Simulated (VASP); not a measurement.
Input for VASP

### KPOINTS
```
Automatic mesh
0
Gamma
3 3 3
0 0 0
```

**INCAR**
```
ALGO=Normal
EDIFF=1E-6
ENCUT=300
ISIF=2
ISMEAR=0
LASPH=.TRUE.
LCHARG=.FALSE.
LREAL=.FALSE.
LWAVE=.FALSE.
NELM=100
PREC=Accurate
SIGMA=0.136
SYSTEM=Be2Si
```

### POSCAR
```
Be2Si
1
    5.4137220000     0.0000000000     0.0000000000
    0.0000000000     5.4137220000     0.0000000000
    0.0000000000     0.0000000000     5.4137220000
Be Si
4 2
Direct
  0.7500000000   0.7500000000   0.7500000000
  0.7500000000   0.2500000000   0.2500000000
  0.2500000000   0.7500000000   0.2500000000
  0.2500000000   0.2500000000   0.7500000000
  0.0000000000   0.0000000000   0.0000000000
  0.5000000000   0.5000000000   0.5000000000
```

POTCAR, in this order: Be Si (LDA.64 set). Program: vasp_std.

Question: Write an equivalent input for Quantum ESPRESSO's pw.x.

Answer: One equivalent input (not run):
```
&CONTROL
  calculation = 'scf'
  pseudo_dir = './pseudo'
  outdir = './out'
  tprnfor = .true.
  tstress = .true.
/
&SYSTEM
  ibrav = 0
  nat = 6
  ntyp = 2
  ecutwfc = 88
  occupations = 'smearing'
  smearing = 'gaussian'
  degauss = 0.009996
  input_dft = 'pz'
/
&ELECTRONS
  conv_thr = 7.3e-08
  electron_maxstep = 100
/
ATOMIC_SPECIES
  Be 9.012 Be.upf
  Si 28.085 Si.upf
CELL_PARAMETERS angstrom
     5.4137220    0.0000000    0.0000000
     0.0000000    5.4137220    0.0000000
     0.0000000    0.0000000    5.4137220
ATOMIC_POSITIONS crystal
  Be   0.7500000  0.7500000  0.7500000
  Be   0.7500000  0.2500000  0.2500000
  Be   0.2500000  0.7500000  0.2500000
  Be   0.2500000  0.2500000  0.7500000
  Si   0.0000000  0.0000000  0.0000000
  Si   0.5000000  0.5000000  0.5000000
K_POINTS automatic
  3 3 3 0 0 0
```
Limits of the translation: the potentials are each code's own (VASP's PAW set, PseudoDojo norm-conserving files in pw.x), so ENCUT and ecutwfc are chosen apart and not converted; conv_thr bounds pw.x's estimated SCF error, while EDIFF bounds the energy change between steps.

The structure was generated: Be2Si was put into an ordered model structure, which need not be its known phase. The cell was not relaxed at this level. The run is one of a series of settings (GGA removed, POTCAR Be Si (LDA.64 set) against the base run), some of them coarse on purpose.
